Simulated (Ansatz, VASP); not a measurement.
# W2N: VASP beside Ansatz, part 2 of 2

Aim: how closely do two programs agree when they are given the same cell, functional and k mesh? The cell is taken from a series of runs on this material, whose earlier steps may have relaxed, scaled, displaced or heated it; both programs get it as it stands.

VASP 6.6.1 and Ansatz 0.2.0.

So far. Step 4 (Comparison): The largest component of a force difference here is 31 meV/Å. Where the cell holds vacuum, a pressure given here is an average over it and none of the material.

### Step 6. VASP: single point, PBEsol, pair 2

Level of this step: PBEsol, no spin polarisation; plane waves and PAW (N, W) (VASP).

A single point takes one fixed geometry, so differences don't come from the geometry; what else differs is listed under the comparison.

INCAR reads:

```
SYSTEM = W2N
PREC = Accurate
ENCUT = 520
EDIFF = 1E-06
NELM = 120
ISMEAR = 1
SIGMA = 0.2
LREAL = .FALSE.
ALGO = Normal
GGA = PS
NBANDS = 23
LASPH = .TRUE.
LORBIT = 11
LWAVE = .FALSE.
LCHARG = .FALSE.
ISIF = 2
LDIPOL = .TRUE.
IDIPOL = 3
DIPOL = 0.5 0.5 0.35
LVHAR = .TRUE.
GGA_COMPAT = .FALSE.
NELMDL = -8
KPAR = 2
```

POSCAR reads:

```
W2N
1.0
    2.7570046102      0.0000000000      0.0000000000
    0.0000000000      4.7752720615      0.0000000000
    0.0000000000      0.0000000000     28.6000000000
N W
2 4
Direct
    0.0000000000      0.0167277492      0.3494969136
    0.5000000000      0.4832722508      0.3498037858
    0.0000000000      0.3324367849      0.4016262607
    0.5000000000      0.8342298818      0.3982352628
    0.5000000000      0.1675632151      0.2976744387
    0.0000000000      0.6657701182      0.3010654366
```

KPOINTS reads:

```
Automatic mesh
0
Gamma
12 8 1
0 0 0
```

The projector-augmented-wave data sets are N and W (PBE family, release 64).

On the command line:

```
mpirun -np 2 vasp_std
```

Numbers of over 12 decimals in the logs are rounded to 6 here.

Output:

```text
[banner, memory and clock lines left out]
running    2 mpi-ranks, on    1 nodes
[...]
[... a notice as in an earlier step ...]

 LDA part: xc-table for (Slater+PW92), standard interpolation
 POSCAR, INCAR and KPOINTS ok, starting setup
[...]
entering main loop
       N       E                     dE             d eps       ncg     rms          rms(c)
DAV:   1     0.262365610179E+03    0.26237E+03   -0.11780E+04  1626   0.109E+03
DAV:   2    -0.281501252539E+02   -0.29052E+03   -0.28024E+03  2558   0.240E+02
DAV:   3    -0.716537325652E+02   -0.43504E+02   -0.42715E+02  2010   0.108E+02
DAV:   4    -0.740472275414E+02   -0.23935E+01   -0.23650E+01  2449   0.277E+01
[...]
DAV:  25    -0.672136317990E+02   -0.74433E-05   -0.26633E-07  1477   0.135E-03    0.321E-04
DAV:  26    -0.672136337175E+02   -0.19185E-05   -0.55438E-08  1393   0.644E-04    0.168E-04
DAV:  27    -0.672136344000E+02   -0.68256E-06   -0.20748E-08  1393   0.438E-04
   1 F= -.67213634E+02 E0= -.67213848E+02  d E =0.640173E-03
```

Parts of OUTCAR (step 6):

```text
  Total       -1.1007614     -0.5713439     -0.3954353      0.0000000     -0.0667741      0.0000000
  in kB       -4.6838410     -2.4311207     -1.6826134      0.0000000     -0.2841299      0.0000000
  external PRESSURE =      -2.9325250 kB  Pullay stress =       0.0000000 kB

 POSITION                                       TOTAL-FORCE (eV/Angst)
 -----------------------------------------------------------------------------------
      0.00000      0.07988      9.99561         0.000000     -0.056397     -0.026392
      1.37850      2.30776     10.00439         0.000000      0.056397      0.026392
      0.00000      1.58748     11.48651         0.000000     -0.037585      0.058588
      1.37850      3.98367     11.38953         0.000000      0.015995     -0.185185
      1.37850      0.80016      8.51349         0.000000      0.037585     -0.058588
      0.00000      3.17923      8.61047         0.000000     -0.015995      0.185185
 -----------------------------------------------------------------------------------
    total drift:                                0.000000      0.000001     -0.000005

  FREE ENERGIE OF THE ION-ELECTRON SYSTEM (eV)
  ---------------------------------------------------
  free  energy   TOTEN  =       -67.2136344000 eV

  energy  without entropy=      -67.2142745728  energy(sigma->0) =      -67.21384779

[... 2 parts as in an earlier step ...]

[... 1 further part left out ...]
[key lines of the parts left out:]
E-fermi :  -2.7002
```

The run ends at a pressure of -0.29 GPa, with forces up to 0.19 eV/Å.

### Step 7. Ansatz: single point, PBEsol, pair 2

The same cell, functional, mesh and smearing now go to Ansatz, which takes its cutoff from its data sets.

The cell is taken from a series of runs on this material, whose earlier steps may have relaxed, scaled, displaced or heated it; both programs get it as it stands.

input.yaml reads:

```yaml
crystal:
  lattice:
    - [2.7570046102, 0.0, 0.0]
    - [0.0, 4.7752720615, 0.0]
    - [0.0, 0.0, 28.6]
  atoms:
    - { symbol: "N", position: [1.0, 0.0167277492, 0.3494969136] }
    - { symbol: "N", position: [0.5, 0.4832722508, 0.3498037858] }
    - { symbol: W, position: [0.0, 0.3324367849, 0.4016262607] }
    - { symbol: W, position: [0.5, 0.8342298818, 0.3982352628] }
    - { symbol: W, position: [0.5, 0.1675632151, 0.2976744387] }
    - { symbol: W, position: [1.0, 0.6657701182, 0.3010654366] }
  periodic: [true, true, false]
kpoints:
  mp_grid: { grid: [12, 8, 1] }
hamiltonian:
  xc: pbesol
  pseudopotentials: { kind: paw, azcp: { folder: soft_1 }, xc_functional: pbe }
scf:
  occupations: { method: methfessel_paxton, width: 0.2 }
output:
  forces: true
  stress: true
  eigenvalues: true
```

On the command line:

```
ansatz run input.yaml --threads 4 --pin off --max-ram 16384MiB --backend cpu --events-out ev --progress --plain --runs-dir out
```

Output:

```text
[...]
k-point 0: bands = [... 29 lower, -6.6141, -6.4673, -6.4506, -6.1927, -5.3004, -4.8000, -4.6728, -4.2408, ... 3 higher]
  k-point 1: bands = [... 29 lower, -6.7325, -6.3380, -6.2954, -6.1015, -5.6531, -4.9272, -4.7230, -4.2512, ... 3 higher]
  k-point 2: bands = [... 29 lower, -6.5690, -6.4606, -6.3652, -5.9262, -5.8376, -5.1335, -4.7167, -4.3976, ... 3 higher]
  k-point 34: bands = [... 29 lower, -6.2586, -5.3061, -5.3061, -4.4574, -4.4574, -3.7892, -3.7892, -2.7697, ... 3 higher]
[key lines of the parts left out:]
SCF converged after 10 iterations
Free energy (F): -41781.847426 eV
Fermi energy:    -5.442329 eV
P = ½ c Tr σ = 0.0521 N/m
```

### Step 8. Comparison

What differs besides the data sets and the points named for the pairs above, as far as they apply: the data sets hold 66 valence electrons in Ansatz (on its PAW soft_1 files) and 34 in VASP. Total energies have different zeros and are not compared.

Forces (eV/Å; atoms numbered as in POSCAR):

```csv
atom,"Ansatz x, y, z","VASP x, y, z"
N1,"0.000, -0.065, -0.013","0.000, -0.056, -0.026"
N2,"0.000, 0.065, 0.013","0.000, 0.056, 0.026"
W3,"0.000, -0.038, 0.024","0.000, -0.038, 0.059"
W4,"0.000, 0.015, -0.198","0.000, 0.016, -0.185"
W5,"0.000, 0.038, -0.024","0.000, 0.038, -0.059"
W6,"0.000, -0.015, 0.198","0.000, -0.016, 0.185"
```

The forces differ by 13 meV/Å r.m.s., which is 19.3 % of the r.m.s. force of 0.069 eV/Å (both taken over all components). Where the cell holds vacuum, a pressure given here is an average over it and none of the material.

### Step 9. Ansatz: single point, PBEsol, pair 3

A single point takes one fixed geometry, so differences don't come from the geometry; what else differs is listed under the comparison.

The cell is taken from a series of runs on this material, whose earlier steps may have relaxed, scaled, displaced or heated it; both programs get it as it stands.

input.yaml, the sections that differ from step 7:

```yaml
crystal:
  lattice:
    - [2.7570046102, 0.0, 0.0]
    - [0.0, 4.7752720615, 0.0]
    - [0.0, 0.0, 28.6]
  atoms:
    - { symbol: "N", position: [1.0, 0.0292735612, 0.3493818366] }
    - { symbol: "N", position: [0.5, 0.4707264388, 0.3499188628] }
    - { symbol: W, position: [0.0, 0.3317643736, 0.402897885] }
    - { symbol: W, position: [0.5, 0.8349022931, 0.3969636385] }
    - { symbol: W, position: [0.5, 0.1682356264, 0.2964028144] }
    - { symbol: W, position: [1.0, 0.6650977069, 0.3023370609] }
  periodic: [true, true, false]
output:
  forces: true
  stress: true
  eigenvalues: true
  write_density: true
  write_potential: true
  elf: true
  volumetric_format: npy
# kpoints, hamiltonian, scf: as in step 7
```

Output:

```text
[...]
Crystal: 6 atoms, lattice volume = 393.535 Å³
Basis set: ecut = 420 eV, 7677 PW (Γ), exchange–correlation on 40×64×400 points (8 copies of the dense FFT grid, shifted against one another)
Bands: 40, of which v1, the nominal top of the filled ones, is band 33 counted from 1 (32 counted from 0)
Symmetry: 4 space group operations
[...]
k-point 0: bands = [... 29 lower, -6.6139, -6.4443, -6.3912, -6.1065, -5.3672, -4.8694, -4.6255, -3.9930, ... 3 higher]
  k-point 1: bands = [... 29 lower, -6.7191, -6.3783, -6.2399, -6.0820, -5.6790, -4.9546, -4.6856, -4.0280, ... 3 higher]
  k-point 2: bands = [... 29 lower, -6.5674, -6.4420, -6.3324, -5.9948, -5.7948, -5.1221, -4.6943, -4.1875, ... 3 higher]
  k-point 34: bands = [... 29 lower, -6.2169, -5.3685, -5.3685, -4.4833, -4.4833, -3.6534, -3.6534, -2.7438, ... 3 higher]
[key lines of the parts left out:]
SCF converged after 10 iterations
Free energy (F): -41781.833597 eV
Fermi energy:    -5.456715 eV
P = ½ c Tr σ = 0.2750 N/m
```

### Step 10. VASP: single point, PBEsol, pair 3

The same cell, functional, mesh and smearing now go to VASP, with its own data sets.

INCAR is that of step 6.

POSCAR reads:

```
W2N
1.0
    2.7570046102      0.0000000000      0.0000000000
    0.0000000000      4.7752720615      0.0000000000
    0.0000000000      0.0000000000     28.6000000000
N W
2 4
Direct
    0.0000000000      0.0292735612      0.3493818366
    0.5000000000      0.4707264388      0.3499188628
    0.0000000000      0.3317643736      0.4028978850
    0.5000000000      0.8349022931      0.3969636385
    0.5000000000      0.1682356264      0.2964028144
    0.0000000000      0.6650977069      0.3023370609
```

KPOINTS is that of step 6.

On the command line:

```
mpirun -np 2 vasp_std
```

Output:

```text
[... set-up lines as in an earlier step ...]
 entering main loop
       N       E                     dE             d eps       ncg     rms          rms(c)
DAV:   1     0.262193742381E+03    0.26219E+03   -0.11777E+04  1626   0.109E+03
DAV:   2    -0.284019586647E+02   -0.29060E+03   -0.28043E+03  2588   0.240E+02
DAV:   3    -0.716898556874E+02   -0.43288E+02   -0.42529E+02  2017   0.108E+02
DAV:   4    -0.740573790261E+02   -0.23675E+01   -0.23423E+01  2511   0.274E+01
[...]
DAV:  25    -0.672024911061E+02   -0.86427E-05   -0.23503E-07  1461   0.108E-03    0.519E-04
DAV:  26    -0.672024941904E+02   -0.30843E-05   -0.10768E-07  1393   0.774E-04    0.254E-04
DAV:  27    -0.672024949470E+02   -0.75668E-06   -0.25070E-08  1372   0.455E-04
   1 F= -.67202495E+02 E0= -.67203929E+02  d E =0.430351E-02
```

Parts of OUTCAR (step 10):

```text
  Total       -1.1837732     -0.1381527     -1.6513031      0.0000000     -0.1804488      0.0000000
  in kB       -5.0370636     -0.5878524     -7.0264465      0.0000000     -0.7678263      0.0000000
  external PRESSURE =      -4.2171208 kB  Pullay stress =       0.0000000 kB

 POSITION                                       TOTAL-FORCE (eV/Angst)
 -----------------------------------------------------------------------------------
      0.00000      0.13979      9.99232         0.000000     -0.337769     -0.027713
      1.37850      2.24785     10.00768         0.000000      0.337769      0.027713
      0.00000      1.58427     11.52288         0.000000     -0.100778     -0.306393
      1.37850      3.98689     11.35316         0.000000      0.044875     -0.245265
      1.37850      0.80337      8.47712         0.000000      0.100778      0.306393
      0.00000      3.17602      8.64684         0.000000     -0.044875      0.245265
 -----------------------------------------------------------------------------------
    total drift:                                0.000000      0.000001      0.000001

  FREE ENERGIE OF THE ION-ELECTRON SYSTEM (eV)
  ---------------------------------------------------
  free  energy   TOTEN  =       -67.2024949470 eV

  energy  without entropy=      -67.2067984551  energy(sigma->0) =      -67.20392945

[... 2 parts as in an earlier step ...]

[... 1 further part left out ...]
[key lines of the parts left out:]
E-fermi :  -2.7228
```

The run ends at a pressure of -0.42 GPa, with forces up to 0.34 eV/Å.

### Step 11. Comparison

What differs besides the data sets and the points named for the pairs above, as far as they apply: the data sets hold 66 valence electrons in Ansatz (on its PAW soft_1 files) and 34 in VASP. Total energies have different zeros and are not compared.

Forces (eV/Å; atoms numbered as in POSCAR):

| atom | Ansatz x, y, z | VASP x, y, z |
| --- | --- | --- |
| N1 | 0.000, -0.344, -0.005 | 0.000, -0.338, -0.028 |
| N2 | 0.000, 0.344, 0.005 | 0.000, 0.338, 0.028 |
| W3 | 0.000, -0.101, -0.334 | 0.000, -0.101, -0.306 |
| W4 | 0.000, 0.042, -0.249 | 0.000, 0.045, -0.245 |
| W5 | 0.000, 0.101, 0.334 | 0.000, 0.101, 0.306 |
| W6 | 0.000, -0.042, 0.249 | 0.000, -0.045, 0.245 |

The forces differ by 12 meV/Å r.m.s., which is 6.9 % of the r.m.s. force of 0.177 eV/Å (both taken over all components). Where the cell holds vacuum, a pressure given here is an average over it and none of the material.

### Step 12. Results

| Property | Result |
| --- | --- |
| r.m.s. force difference (single point, PBEsol, pair 1) | 15 meV/Å |
| r.m.s. force difference (single point, PBEsol, pair 2) | 13 meV/Å |
| r.m.s. force difference (single point, PBEsol, pair 3) | 12 meV/Å |

The r.m.s. force difference is 15 meV/Å (single point, PBEsol, pair 1), beyond the 12 meV/Å picked in this series as the mark of a large difference. The data sets hold unlike numbers of valence electrons (66 in Ansatz and 34 in VASP), so part of the differences may come from the potentials. Single point, PBEsol, pair 1, VASP with the data sets N and W_sv: r.m.s. force difference goes from 15 to 48 meV/Å. What causes the difference of the single point, PBEsol, pair 2 pair stays open here. What causes the difference of the single point, PBEsol, pair 3 pair stays open here. 2 further pairs of this series are not shown here. How closely two codes agree says nothing of how well the functional describes the real material.

[Lines on the potential files, build, host, timing and source positions are cut from VASP's logs without a mark.]

[Logs are printed without paths, hosts, clocks, repeated set-up lines and the standing remarks that a program may print on its own settings, such as how far it seeks lower states.]

[Hosts, paths, dates, database ids (printed as entryN), source tags and the programs' standing remarks are cut or masked in the printed files.]
